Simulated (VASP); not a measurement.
OSZICAR of a VASP run on P (relaxed from the A7 structure, space group R-3m):

File OSZICAR:
```
       N       E                     dE             d eps       ncg     rms          rms(c)
DAV:   1     0.171419207699E+02    0.17142E+02   -0.41116E+03  5200   0.784E+02
DAV:   2    -0.108738327262E+02   -0.28016E+02   -0.27465E+02  7877   0.117E+02
DAV:   3    -0.116237141442E+02   -0.74988E+00   -0.74775E+00  6607   0.204E+01
DAV:   4    -0.116280773779E+02   -0.43632E-02   -0.44008E-02  7596   0.163E+00
DAV:   5    -0.116280926213E+02   -0.15243E-04   -0.15350E-04  6665   0.729E-02    0.689E+00
DAV:   6    -0.116005966096E+02    0.27496E-01   -0.73964E-03  6368   0.616E-01    0.408E+00
DAV:   7    -0.115858700786E+02    0.14727E-01   -0.14824E-02  5703   0.928E-01    0.871E-02
DAV:   8    -0.115858996897E+02   -0.29611E-04   -0.10426E-03  6431   0.276E-01    0.583E-02
DAV:   9    -0.115859056283E+02   -0.59386E-05   -0.33066E-05  6555   0.504E-02    0.369E-02
DAV:  10    -0.115859067304E+02   -0.11020E-05   -0.41383E-06  6295   0.176E-02    0.559E-03
DAV:  11    -0.115859073662E+02   -0.63586E-06   -0.24173E-07  6440   0.403E-03    0.170E-03
DAV:  12    -0.115859078312E+02   -0.46502E-06   -0.48888E-08  2924   0.152E-03    0.943E-04
DAV:  13    -0.115859077287E+02    0.10252E-06   -0.38268E-09  2832   0.553E-04    0.277E-04
DAV:  14    -0.115859077126E+02    0.16113E-07   -0.61624E-10  2804   0.211E-04
   1 F= -.11585908E+02 E0= -.11585908E+02  d E =0.000000E+00
```

Which electronic solver shows in the log?

It is blocked Davidson (ALGO = Normal, or the opening steps of other solvers). The INCAR had ALGO = Normal.

Can the final energy be trusted as converged?

The calculation finished and met its thresholds. It stopped with EDIFF = 1E-7, NELM = 100 (PBEsol GGA, plane waves, VASP's PBE PAW potentials (set 64)).

The structure was generated: P was put into the A7 type (R-3m), which need not be its known phase. It was relaxed first, which changed the volume by +15 %.
